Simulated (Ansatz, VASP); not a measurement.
# Zr2O (Zr2O (P312)): VASP beside Ansatz, part 2 of 2

One calculation is typed for both programs; each brings its own data sets. How far apart do they land? The cell is taken from a series of runs on this material, whose earlier steps may have relaxed, scaled, displaced or heated it; both programs get it as it stands.

VASP 6.6.1 and Ansatz 0.2.0.

So far: The structure; Ansatz: relaxation of cell and atoms, r2SCAN.

## Step 3: VASP: relaxation of cell and atoms, r2SCAN

Level of this step: r2SCAN; plane waves and PAW (Zr_sv, O) (VASP).

The same cell, functional, mesh and smearing now go to VASP, with its own data sets.

Lines of VASP's logs that name or quote its potential files are left out, and so is its time.

File INCAR:

```
SYSTEM = Zr2O
PREC = Accurate
ENCUT = 660
EDIFF = 1E-07
NELM = 120
ISMEAR = -1
SIGMA = 0.05
LREAL = .FALSE.
ALGO = Normal
METAGGA = R2SCAN
LASPH = .TRUE.
NBANDS = 111
LORBIT = 11
LWAVE = .FALSE.
LCHARG = .FALSE.
ISIF = 3
IBRION = 2
NSW = 80
EDIFFG = -0.005
GGA_COMPAT = .FALSE.
NELMIN = 4
LMIXTAU = .TRUE.
KPAR = 4
```

File POSCAR:

```
Zr2O
1.0
    5.6503130000      0.0000000000      0.0000000000
   -2.8251570000      4.8933150000      0.0000000000
    0.0000000000      0.0000000000     10.4325080000
Zr O
12 6
Direct
    0.6675510860      0.9913758646      0.8711294542
    0.6669500596      0.0003771302      0.3741432070
    0.6669500596      0.6665729294      0.6258567930
    0.6675510860      0.6761752214      0.1288705458
    0.9996228698      0.6665729294      0.3741432070
    0.0086241354      0.6761752214      0.8711294542
    0.9996228698      0.3330499404      0.6258567930
    0.0086241354      0.3324489140      0.1288705458
    0.3334270706      0.0003771302      0.6258567930
    0.3238247786      0.9913758646      0.1288705458
    0.3238247786      0.3324489140      0.8711294542
    0.3334270706      0.3330499404      0.3741432070
    0.0000000000      0.0000000000      0.7425224117
    0.0000000000      0.0000000000      0.2574775883
    0.0000000000      0.0000000000      0.0000000000
    0.6666666667      0.3333333333      0.5000000000
    0.3333333333      0.6666666667      0.5000000000
    0.3333333333      0.6666666667      0.0000000000
```

File KPOINTS:

```
Automatic mesh
0
Gamma
8 8 4
0 0 0
```

PAW data sets: Zr_sv and O (PBE family, release 64).

Launch:

```bash
mpirun -np 4 vasp_std
```

Numbers of over 12 decimals in the logs are rounded to 6 here.

What it wrote:

```text
[banner, memory and clock lines left out]
running    4 mpi-ranks, on    1 nodes
 distrk:  each k-point on    1 cores,    4 groups
 distr:  one band on    1 cores,    1 groups

 POSCAR found type information on POSCAR ZrO
 POSCAR found :  2 types and      18 ions
|                                                                             |
|               ----> ADVICE to this user running VASP <----                  |
|                                                                             |
|     You have a (more or less) 'large supercell' and for larger cells it     |
|     might be more efficient to use real-space projection operators.         |
|     Therefore, try LREAL= Auto in the INCAR file.                           |
|     Mind: For very accurate calculation, you might also keep the            |
|     reciprocal projection scheme (i.e. LREAL=.FALSE.).                      |
|                                                                             |

|                                                                             |
|               ----> ADVICE to this user running VASP <----                  |
|                                                                             |
|     You enforced a specific xc type in the INCAR file but a different       |
|     [... a line on the potential file left out ...]
|     I HOPE YOU KNOW WHAT YOU ARE DOING!                                     |
|                                                                             |

 LDA part: xc-table for (None), standard interpolation
 POSCAR, INCAR and KPOINTS ok, starting setup
 FFT: planning ... GRIDC
 FFT: planning ... GRID_SOFT
 FFT: planning ... GRID
 WAVECAR not read
 entering main loop
       N       E                     dE             d eps       ncg     rms          rms(c)
DAV:   1     0.210027665898E+04    0.21003E+04   -0.11252E+05  7770   0.203E+03
DAV:   2    -0.184673079075E+03   -0.22849E+04   -0.22128E+04  8431   0.567E+02
DAV:   3    -0.417396753659E+03   -0.23272E+03   -0.22762E+03 11694   0.148E+02
DAV:   4    -0.443176437753E+03   -0.25780E+02   -0.25488E+02 12620   0.382E+01
DAV:   5    -0.445265789582E+03   -0.20894E+01   -0.20849E+01 10580   0.847E+00    0.567E+01
DAV:   6    -0.377291403499E+03    0.67974E+02   -0.10499E+02 10124   0.326E+01    0.205E+01
DAV:   7    -0.349639795931E+03    0.27652E+02   -0.14666E+01  9932   0.123E+01    0.484E+00
DAV:   8    -0.353001398524E+03   -0.33616E+01   -0.78076E+00  9692   0.121E+01    0.252E+00
DAV:   9    -0.344930379799E+03    0.80710E+01   -0.39047E+00  8733   0.104E+01    0.148E+00
DAV:  10    -0.344525620956E+03    0.40476E+00   -0.22833E+00  8436   0.593E+00    0.172E+00
DAV:  11    -0.344468223671E+03    0.57397E-01   -0.95853E-02 10692   0.985E-01    0.165E+00
DAV:  12    -0.344287870759E+03    0.18035E+00   -0.92646E-02  9108   0.966E-01    0.984E-01
DAV:  13    -0.344520558587E+03   -0.23269E+00   -0.14363E-01  8876   0.133E+00    0.274E-01
DAV:  14    -0.344532480591E+03   -0.11922E-01   -0.89909E-03 10460   0.333E-01    0.247E-01
[...]
DAV:  18    -0.344548284115E+03   -0.25530E-03   -0.91285E-05 10004   0.356E-02    0.579E-02
DAV:  19    -0.344548566829E+03   -0.28271E-03   -0.26916E-04  8396   0.584E-02    0.225E-02
DAV:  20    -0.344548636062E+03   -0.69233E-04   -0.42119E-05 10580   0.239E-02    0.127E-02
DAV:  21    -0.344548640452E+03   -0.43898E-05   -0.47466E-06 10652   0.750E-03    0.954E-03
DAV:  22    -0.344548646048E+03   -0.55962E-05   -0.48020E-06  8420   0.966E-03    0.603E-03
DAV:  23    -0.344548656456E+03   -0.10408E-04   -0.86291E-06  8892   0.114E-02    0.129E-03
DAV:  24    -0.344548656071E+03    0.38445E-06   -0.77231E-07  8644   0.353E-03    0.677E-04
DAV:  25    -0.344548656120E+03   -0.48938E-07   -0.22269E-07  5708   0.177E-03
   1 F= -.34454866E+03 E0= -.34452169E+03  d E =-.344549E+03
[...]
2 F= -.34454904E+03 E0= -.34452198E+03  d E =-.381166E-03
[...]
3 F= -.34454905E+03 E0= -.34452198E+03  d E =-.390873E-03
 curvature:  -0.59 expect dE=-0.253E-04 dE for cont linesearch -0.607E-09
 trial: gam= 0.06401 g(F)=  0.356E-04 g(S)=  0.722E-05 ort = 0.820E-06 (trialstep = 0.104E+01)
 search vector abs. value=  0.456E-04
 bond charge predicted
       N       E                     dE             d eps       ncg     rms          rms(c)
DAV:   1    -0.344549031886E+03    0.15131E-04   -0.12247E-02  8407   0.456E-01    0.857E-02
DAV:   2    -0.344549055552E+03   -0.23666E-04   -0.50682E-04  9860   0.887E-02    0.328E-02
DAV:   3    -0.344549052523E+03    0.30290E-05   -0.86882E-05  9333   0.368E-02    0.103E-02
DAV:   4    -0.344549053991E+03   -0.14685E-05   -0.28477E-05  9317   0.206E-02    0.618E-03
DAV:   5    -0.344549059261E+03   -0.52700E-05   -0.81741E-06  9532   0.107E-02    0.415E-03
DAV:   6    -0.344549061371E+03   -0.21098E-05   -0.13307E-06  9533   0.342E-03    0.229E-03
DAV:   7    -0.344549063262E+03   -0.18913E-05   -0.59038E-07  8156   0.294E-03    0.527E-04
DAV:   8    -0.344549063756E+03   -0.49361E-06   -0.35110E-07  6397   0.243E-03    0.315E-04
DAV:   9    -0.344549063809E+03   -0.53366E-07   -0.48993E-08  4620   0.913E-04
   4 F= -.34454906E+03 E0= -.34452199E+03  d E =-.168159E-04
 trial-energy change:   -0.000017  1 .order   -0.000019   -0.000044    0.000006
 step:   0.8752(harm=  0.9144)  dis= 0.00038  next Energy=  -344.549064 (dE=-0.173E-04)
 reached required accuracy - stopping structural energy minimisation
```

Parts of OUTCAR (step 3):

```text
ion  position               nearest neighbor table
   1  0.668  0.991  0.871-  13 2.29  15 2.29  18 2.30   3 3.15   7 3.19   9 3.20  11 3.21   6 3.21
                             4 3.23   6 3.23  11 3.23   8 3.31  10 3.32  11 3.35   6 3.35
   2  0.667  0.000  0.374-  14 2.24  16 2.29  17 2.30   4 3.15   8 3.19  10 3.20   7 3.23   9 3.23
                             3 3.23  12 3.26   5 3.26  12 3.26   5 3.26   5 3.27  12 3.27
   3  0.667  0.667  0.626-  13 2.24  16 2.29  17 2.30   1 3.15   6 3.19  11 3.20   5 3.23  12 3.23
                             2 3.23   7 3.26   9 3.26   9 3.26   7 3.26   7 3.27   9 3.27
   4  0.668  0.676  0.129-  14 2.29  15 2.29  18 2.30   2 3.15   5 3.19  12 3.20  10 3.21   8 3.21
                             1 3.23   8 3.23  10 3.23   6 3.31  11 3.32   8 3.35  10 3.35
   5  1.000  0.667  0.374-  14 2.24  16 2.29  17 2.30  10 3.15   4 3.19   8 3.20   3 3.23   7 3.23
                             9 3.23  12 3.26   2 3.26   2 3.26  12 3.26   2 3.27  12 3.27
   6  0.009  0.676  0.871-  13 2.29  15 2.29  18 2.30   9 3.15   3 3.19   7 3.20   1 3.21  11 3.21
                            10 3.23   1 3.23  11 3.23   4 3.31   8 3.32  11 3.35   1 3.35
   7  1.000  0.333  0.626-  13 2.24  16 2.29  17 2.30  11 3.15   1 3.19   6 3.20   2 3.23   5 3.23
                            12 3.23   9 3.26   3 3.26   9 3.26   3 3.26   3 3.27   9 3.27
   8  0.009  0.332  0.129-  14 2.29  15 2.29  18 2.30  12 3.15   2 3.19   5 3.20  10 3.21   4 3.21
                            11 3.23   4 3.23  10 3.23   1 3.31   6 3.32  10 3.35   4 3.35
   9  0.333  0.000  0.626-  13 2.24  16 2.29  17 2.30   6 3.15  11 3.19   1 3.20  12 3.23   2 3.23
                             5 3.23   7 3.26   3 3.26   3 3.26   7 3.26   3 3.27   7 3.27
  10  0.324  0.991  0.129-  14 2.29  15 2.29  18 2.30   5 3.15  12 3.19   2 3.20   4 3.21   8 3.21
                             6 3.23   4 3.23   8 3.23  11 3.31   1 3.32   8 3.35   4 3.35
  11  0.324  0.332  0.871-  13 2.29  15 2.29  18 2.30   7 3.15   9 3.19   3 3.20   1 3.21   6 3.21
                             8 3.23   6 3.23   1 3.23  10 3.31   4 3.32   6 3.35   1 3.35
  12  0.333  0.333  0.374-  14 2.24  16 2.29  17 2.30   8 3.15  10 3.19   4 3.20   9 3.23   3 3.23
                             7 3.23   5 3.26   2 3.26   2 3.26   5 3.26   5 3.27   2 3.27
  13  0.000  0.000  0.743-   9 2.24   3 2.24   7 2.24   1 2.29  11 2.29   6 2.29
  14  0.000  0.000  0.257-   2 2.24  12 2.24   5 2.24  10 2.29   4 2.29   8 2.29
  15  0.000  0.000  0.000-   1 2.29  10 2.29   4 2.29  11 2.29   6 2.29   8 2.29
  16  0.667  0.333  0.500-   7 2.29  12 2.29   9 2.29   5 2.29   2 2.29   3 2.29
  17  0.333  0.667  0.500-   5 2.30   3 2.30   7 2.30   2 2.30   9 2.30  12 2.30
  18  0.333  0.667  0.000-   4 2.30   6 2.30   1 2.30   8 2.30  10 2.30  11 2.30

  LATTYP: Found a hexagonal cell.
 ALAT       =     5.6503130000
 C/A-ratio  =     1.8463593079

 Subroutine GETGRP returns: Found  6 space group operations
 (whereof  6 operations were pure point group operations)

The static configuration has the point symmetry D_3 .

 Found     35 irreducible k-points:

   k-points           NKPTS =     35   k-points in BZ     NKDIM =     35   number of bands    NBANDS=    111

   dimension x,y,z NGX =    48 NGY =   48 NGZ =   90
   dimension x,y,z NGXF=    96 NGYF=   96 NGZF=  180

   ENCUT  =  660.0 eV  48.51 Ry    6.96 a.u.  11.84 11.84 21.85*2*pi/ulx,y,z

   NELECT =     180.0000    total number of electrons

 k-points in reciprocal lattice and weights: Automatic mesh
   0.00000000  0.00000000  0.00000000       0.004
   0.12500000  0.00000000  0.00000000       0.023
   0.25000000  0.00000000  0.00000000       0.023
   0.37500000  0.00000000  0.00000000       0.023
   0.50000000  0.00000000  0.00000000       0.012
   0.12500000  0.12500000  0.00000000       0.023
   0.25000000  0.12500000  0.00000000       0.047
   0.37500000  0.12500000  0.00000000       0.047
   0.25000000  0.25000000  0.00000000       0.023
[...]
0.25000000  0.25000000  0.50000000       0.023
   0.37500000  0.25000000  0.50000000       0.023

 average (electrostatic) potential at core
       1 -79.1047       2 -78.9094       3 -78.9094       4 -79.1047       5 -78.9094
       6 -79.1047       7 -78.9094       8 -79.1047       9 -78.9094      10 -79.1047
      11 -79.1047      12 -78.9094      13 -71.3344      14 -71.3344      15 -71.2561
      16 -71.1863      17 -71.1779      18 -71.3714

 E-fermi :  10.2602

 k-point     1 :       0.0000    0.0000    0.0000
  band No.  band energies     occupation
    ...
     86       9.7556      1.99992
     87       9.7658      1.99990
     88       9.7658      1.99990
     89       9.9025      1.99844
     90       9.9025      1.99844
     91      10.3270      0.41647
     92      10.3270      0.41647
     93      10.6290      0.00125
     94      10.7636      0.00008
     95      11.2321      0.00000
    ...

 k-point     2 :       0.1250    0.0000    0.0000
  band No.  band energies     occupation
    ...
     88       9.7828      1.99986
     89       9.8461      1.99949
     90       9.9533      1.99569
     91      10.2692      0.91096
     92      10.2976      0.64290
     93      10.6601      0.00067
     94      10.9013      0.00001
     95      11.2792      0.00000
     96      11.2954      0.00000
     97      11.5501      0.00000
    ...

 k-point     3 :       0.2500    0.0000    0.0000
  band No.  band energies     occupation
    ...
     86       9.4545      2.00000
     87       9.5352      2.00000
     88       9.7136      1.99996
     89       9.8334      1.99961
     90       9.8785      1.99903
     91      10.3439      0.31607
     92      10.3961      0.12386
     93      10.7762      0.00007
     94      11.1652      0.00000
     95      11.3398      0.00000
    ...

  Total        0.0502510      0.0502510      0.0615218     -0.0000000     -0.0000000      0.0000000
  in kB        0.2791311      0.2791311      0.3417376     -0.0000000     -0.0000000      0.0000000
  external PRESSURE =       0.2999999 kB  Pullay stress =       0.0000000 kB

  energy-cutoff  :      660.00
  volume of cell :      288.43
      direct lattice vectors                 reciprocal lattice vectors
     5.653741952 -0.000000000 -0.000000000     0.176874008  0.102118266  0.000000000
    -2.826871476  4.896284560  0.000000000     0.000000000  0.204236496  0.000000000
     0.000000000  0.000000000 10.419444706     0.000000000 -0.000000000  0.095974404

 POSITION                                       TOTAL-FORCE (eV/Angst)
 -----------------------------------------------------------------------------------
      0.97185      4.85294      9.07686        -0.000504     -0.001172      0.002205
      3.76995      0.00195      3.89785        -0.001840      0.000336     -0.001002
      1.88666      3.26389      6.52160        -0.000629     -0.001761      0.001002
      1.86182      3.31147      1.34259        -0.001267      0.000149     -0.002205
      3.76708      3.26389      3.89785         0.000629     -0.001761     -0.001002
     -1.86182      3.31147      9.07686         0.001267      0.000149      0.002205
      4.71015      1.63044      6.52160        -0.001211      0.001425      0.001002
     -0.88997      1.62817      1.34259         0.000763      0.001022     -0.002205
      1.88380      0.00195      6.52160         0.001840      0.000336      0.001002
     -0.97185      4.85294      1.34259         0.000504     -0.001172     -0.002205
      0.88997      1.62817      9.07686        -0.000763      0.001022      0.002205
      0.94359      1.63044      3.89785         0.001211      0.001425     -0.001002
      0.00000      0.00000      7.73655         0.000000      0.000000     -0.000776
      0.00000      0.00000      2.68289         0.000000      0.000000      0.000776
      0.00000      0.00000      0.00000         0.000000      0.000000      0.000000
      2.82687      1.63209      5.20972         0.000000      0.000000     -0.000000
     -0.00000      3.26419      5.20972         0.000000      0.000000     -0.000000
     -0.00000      3.26419      0.00000         0.000000      0.000000     -0.000000
 -----------------------------------------------------------------------------------
    total drift:                                0.000001      0.000000      0.000000

  FREE ENERGIE OF THE ION-ELECTRON SYSTEM (eV)
  ---------------------------------------------------
  free  energy   TOTEN  =      -344.5490638091 eV

  energy  without entropy=     -344.4949230620  energy(sigma->0) =     -344.52199344

 reached required accuracy - stopping structural energy minimisation

 total charge
# of ion       s       p       d       tot
------------------------------------------
    1        2.177   5.996   1.575   9.748
    2        2.176   5.997   1.598   9.771
    3        2.176   5.997   1.598   9.771
    4        2.177   5.996   1.575   9.748
    5        2.176   5.997   1.598   9.771
    6        2.177   5.996   1.575   9.748
    7        2.176   5.997   1.598   9.771
    8        2.177   5.996   1.575   9.748
    9        2.176   5.997   1.598   9.771
   10        2.177   5.996   1.575   9.748
   11        2.177   5.996   1.575   9.748
   12        2.176   5.997   1.598   9.771
   13        1.559   3.533   0.000   5.092
   14        1.559   3.533   0.000   5.092
   15        1.560   3.522   0.000   5.082
   16        1.559   3.502   0.000   5.061
   17        1.559   3.500   0.000   5.059
   18        1.558   3.508   0.000   5.066
--------------------------------------------------
tot         35.472  93.055  19.037 147.564

[... 3 further parts left out ...]
```

CONTCAR:

```
Zr2O
   1.00000000000000
     5.6537419515216483   -0.0000000003502738   -0.0000000000000000
    -2.8268714763676006    4.8962845600341813    0.0000000000000000
     0.0000000000000000    0.0000000000000000   10.4194447059226949
  Zr              O
    12     6
Direct
     0.6674688970530414    0.9911466142139495    0.8711459195139203
     0.6670046143717607    0.0003986346009204    0.3740933537689304
     0.6670046143717607    0.6666059797708400    0.6259066462310696
     0.6674688970530409    0.6763222828390921    0.1288540804860797
     0.9996013653990797    0.6666059797708392    0.3740933537689304
     0.0088533857860544    0.6763222828390957    0.8711459195139203
     0.9996013653990800    0.3329953856282407    0.6259066462310696
     0.0088533857860543    0.3325311029469580    0.1288540804860797
     0.3333940202291593    0.0003986346009192    0.6259066462310696
     0.3236777171609049    0.9911466142139499    0.1288540804860797
     0.3236777171609042    0.3325311029469549    0.8711459195139203
     0.3333940202291595    0.3329953856282403    0.3740933537689304
     0.0000000000000000    0.0000000000000000    0.7425112214629994
     0.0000000000000000    0.0000000000000000    0.2574887785370006
     0.0000000000000000    0.0000000000000000    0.0000000000000000
     0.6666666667000030    0.3333333332999970    0.5000000000000000
     0.3333333332999970    0.6666666667000030    0.5000000000000000
     0.3333333332999970    0.6666666667000030    0.0000000000000000
```

The run keeps the 6 symmetry operations of its start, so it cannot find a distortion of lower symmetry.

## Step 4: Differences

Known differences besides the potentials themselves: VASP keeps PBE cores, Ansatz makes them for the functional; the cutoff is 500 eV in Ansatz and 660 eV in VASP; Ansatz adds a Pulay correction to the stress that steers its cell, VASP none. Total energies have different zeros and are not compared.

Both answers:

```csv
quantity,Ansatz,VASP,difference
volume (Å³),288.48,288.43,+0.01 %
"edge a after relaxation, in the typed setting (Å)",5.654,5.654,+0.00 %
"edge c after relaxation, in the typed setting (Å)",10.420,10.419,+0.01 %
```

## Step 5: Results

| Quantity | Value |
| --- | --- |
| difference in volume (relaxation of cell and atoms, r2SCAN) | 0.015 % |

What this shows: The difference in volume is 0.015 % (relaxation of cell and atoms, r2SCAN), within the 1.2 % picked in this series as the mark of a large difference, as far as the stopping tolerances let one tell. How closely two codes agree says nothing of how well the functional describes the real material.

[Lines on the potential files, build, host, timing and source positions are cut from VASP's logs without a mark.]

[Logs are printed without paths, hosts, clocks, repeated set-up lines and the standing remarks that a program may print on its own settings, such as how far it seeks lower states.]

[Hosts, paths, dates, database ids (printed as entryN), source tags and the programs' standing remarks are cut or masked in the printed files.]
